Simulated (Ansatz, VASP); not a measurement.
**Two plane-wave programs on Si3IrRu**

```
Si Ru Ir
1.0
     4.00700    0.00000    0.00000
     0.00000    4.00700    0.00000
     0.00000    0.00000    4.00700
Si Ru Ir
3 1 1
Direct
  0.50000 0.00000 0.00000
  0.00000 0.50000 0.00000
  0.00000 0.00000 0.50000
  0.50000 0.50000 0.50000
  0.00000 0.00000 0.00000
```

Change from the starting cell: species swapped into the MgAgF3 type (Pm-3m, No. 221).

Alike in both runs: task relaxation of cell and atoms; functional PBE; k mesh 4 × 4 × 4; occupations gaussian, width 0.1 eV; no spin polarisation.

|  | VASP | Ansatz |
| --- | --- | --- |
| version | VASP 6.6.1 | Ansatz 0.2.0 |
| potentials or method | VASP PAW PBE potentials, release 64 (Si, Ru_pv, Ir) | scalar-relativistic, plane waves, PAW |
| plane-wave cutoff (eV) | 600 | 420 |
| valence electrons in the cell | 35 | 45 |

Ansatz gave:

```
gap on the k mesh at the Fermi level, each at its own relaxed structure (eV) : none
relaxed volume (Å³/atom)                                                     : 18.84
relaxed cell length with the largest relative difference (Å)                 : 4.550
energy change over the relaxation (meV/atom)                                 : -1346
```

**Question.** What did VASP give for the same quantities?

**Answer.** gap on the k mesh at the Fermi level, each at its own relaxed structure (eV): none; relaxed volume (Å³/atom): 18.89; relaxed cell length with the largest relative difference (Å): 4.554; energy change over the relaxation (meV/atom): -1370.

A gap of «none» marks a metal or a gap that the smearing closes. The two sets of potentials don't hold the same shells in valence.

Caveats: the k mesh is coarse (spacing up to 0.39 Å⁻¹), so the values aren't converged; the volume moved by over 15 % at a fixed basis, so the end points are rough (VASP). The runs have no spin-orbit coupling, so splittings on Ir are missing.
